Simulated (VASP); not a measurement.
Computed with LDA (Ceperley-Alder, Perdew-Zunger), VASP's LDA PAW potentials (set 64) (plane waves; VASP).

VASP input:

### INCAR
```
SYSTEM = HfBe2
PREC = Accurate
ENCUT = 300
EDIFF = 1E-6
NELM = 100
ALGO = Normal
LREAL = .FALSE.
LASPH = .TRUE.
ISMEAR = 0
SIGMA = 0.05
LMAXMIX = 6
LWAVE = .FALSE.
LCHARG = .FALSE.
ISIF = 2
```

**POSCAR**
```
HfBe2
1
    3.7795000000     0.0000000000     0.0000000000
   -1.8897500000     3.2731430000     0.0000000000
    0.0000000000     0.0000000000     3.1699600000
Hf Be
1 2
Direct
  0.0017740000  -0.0100050000   0.0179520000
  0.3310160000   0.6646160000   0.4996260000
  0.6672100000   0.3453900000   0.4824220000
```

KPOINTS:
```
Automatic mesh
0
Gamma
10 10 10
0 0 0
```

POTCAR, in this order: Hf_pv Be (LDA.64 set). Program: vasp_std.

The resulting files:

### OSZICAR
```
       N       E                     dE             d eps       ncg     rms          rms(c)
DAV:   1     0.418540595647E+01    0.41854E+01   -0.54181E+03 11480   0.735E+02
DAV:   2    -0.207704693012E+02   -0.24956E+02   -0.23774E+02 13905   0.141E+02
DAV:   3    -0.215005701683E+02   -0.73010E+00   -0.71994E+00 14039   0.187E+01
DAV:   4    -0.215064234540E+02   -0.58533E-02   -0.58470E-02 13077   0.194E+00
DAV:   5    -0.215064889015E+02   -0.65447E-04   -0.65433E-04 13759   0.179E-01    0.492E+01
DAV:   6    -0.196138927627E+02    0.18926E+01   -0.43258E+00 12671   0.116E+01    0.352E+01
DAV:   7    -0.195126676177E+02    0.10123E+00   -0.17562E+00 13352   0.764E+00    0.714E+00
DAV:   8    -0.194474989154E+02    0.65169E-01   -0.46901E-01 12514   0.391E+00    0.949E-01
DAV:   9    -0.194447032999E+02    0.27956E-02   -0.22047E-02 12548   0.996E-01    0.309E-01
DAV:  10    -0.194446345311E+02    0.68769E-04   -0.69905E-04 13418   0.185E-01    0.251E-01
DAV:  11    -0.194446358702E+02   -0.13392E-05   -0.61260E-05 13100   0.480E-02    0.239E-02
DAV:  12    -0.194446341354E+02    0.17348E-05   -0.10033E-05 13063   0.188E-02    0.137E-02
DAV:  13    -0.194446339737E+02    0.16171E-06   -0.68799E-07  7354   0.557E-03
   1 F= -.19444634E+02 E0= -.19443526E+02  d E =-.221668E-02
```

OUTCAR:
```
------------------------ aborting loop because EDIFF is reached ----------------------------------------
  FORCE on cell =-STRESS in cart. coord.  units (eV):
  Direction    XX          YY          ZZ          XY          YZ          ZX
  --------------------------------------------------------------------------------------
  Total       -1.2876584     -1.2409889     -1.3909860      0.0189757     -0.1144452      0.0755122
  in kB      -52.6087701    -50.7020312    -56.8303361      0.7752758     -4.6757910      3.0851385
  external PRESSURE =     -53.3803792 kB  Pullay stress =       0.0000000 kB
  volume of cell :       39.22
      direct lattice vectors                 reciprocal lattice vectors
     3.779500000  0.000000000  0.000000000     0.264585263  0.152758373  0.000000000
    -1.889750000  3.273143000  0.000000000     0.000000000  0.305516746  0.000000000
     0.000000000  0.000000000  3.169960000     0.000000000  0.000000000  0.315461394
 POSITION                                       TOTAL-FORCE (eV/Angst)
 -----------------------------------------------------------------------------------
     -1.86414      3.24040      0.05691        -0.290815      0.402336     -0.615559
     -0.00488      2.17538      1.58379         0.053129      0.063800      0.129466
      1.86902      1.13051      1.52926         0.237687     -0.466136      0.486094
 -----------------------------------------------------------------------------------
    total drift:                               -0.000060     -0.000080      0.000355
  FREE ENERGIE OF THE ION-ELECTRON SYSTEM (eV)
  ---------------------------------------------------
  free  energy   TOTEN  =       -19.4446339737 eV

  energy  without entropy=      -19.4424172903  energy(sigma->0) =      -19.44352563
```
(Selected blocks of OUTCAR.)

At this cut-off the stress carries a Pulay error, which pulls relaxed volumes low.

The structure comes from a computed database's HfBe2 entry (P6/mmm); how it stands against other phases isn't given here. The cell was not relaxed at this level, atoms are displaced from their ideal sites.
